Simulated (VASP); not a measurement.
Write the native input for VASP 6.6.1 that does the following.

```yaml
Task: atomic charges
Functional: PBE
Potentials_or_basis: VASP PAW PBE potentials, release 64 (Ni, Mo_sv, Pd, Ir, W_sv)
Cutoff: 520 eV
k_mesh: 8 × 8 × 5
Occupations: fermi-dirac, width 0.05 eV
Spin: collinear spin, ferromagnetic start
Starting_moments: "[1.0, 1.0, 0.0, 0.6, 0.0] μB"
Further_INCAR_settings: ALGO = Fast; EDIFF = 1e-06
```

The structure of NiMoIrPdW lies in POSCAR:

```
NiMoIrPdW
1.0
    4.1170500000      0.0000000000      0.0000000000
   -2.0585300000      3.5654700000      0.0000000000
    0.0000000000      0.0000000000      5.4458000000
Ni Mo Pd Ir W
1 1 1 1 1
Direct
    0.0000000000      0.0000000000      0.9577500000
    0.6666700000      0.3333300000      0.9616100000
    0.6666700000      0.3333300000      0.4629500000
    0.3333300000      0.6666700000      0.7257200000
    0.3333300000      0.6666700000      0.2364200000
```

The cell was built by a generator and needn't be a form met in nature.

The input as run:

INCAR

```
PREC = Accurate
ENCUT = 520
EDIFF = 1E-6
ISMEAR = -1
SIGMA = 0.05
LREAL = False
LASPH = True
NELM = 100
ALGO = Fast
ISIF = 2
LWAVE = False
LCHARG = False
ISPIN = 2
MAGMOM = 1 1 0 0.6 0
LORBIT = 10
LMAXMIX = 4
GGA = PE
KPAR = 4
```

KPOINTS

```
regular mesh
0
Gamma
  8 8 5
```

Potentials or basis: VASP PAW PBE potentials, release 64 (Ni, Mo_sv, Pd, Ir, W_sv).

Command:

```console
$ cat potpaw_PBE.64/Ni/POTCAR potpaw_PBE.64/Mo_sv/POTCAR potpaw_PBE.64/Pd/POTCAR potpaw_PBE.64/Ir/POTCAR potpaw_PBE.64/W_sv/POTCAR > POTCAR
$ mpirun -np 4 vasp_std > vasp.out
```

Results of the run:

```json
{
  "Pressure": "0.3 GPa",
  "Largest force": "0.041 eV/Å",
  "Band gap on the k mesh": "none (metal or under the smearing width)",
  "Net moment": "0.00 μB per cell",
  "Valence electrons inside the program's atomic spheres": "Ni 9.45; Mo 12.56; Pd 9.59; Ir 8.32; W 11.86"
}
```

Wall time 2.2 min on 4 MPI ranks on AMD EPYC 9R45 (Zen 5), with other jobs on the host, peak memory 0.57 GiB a rank.
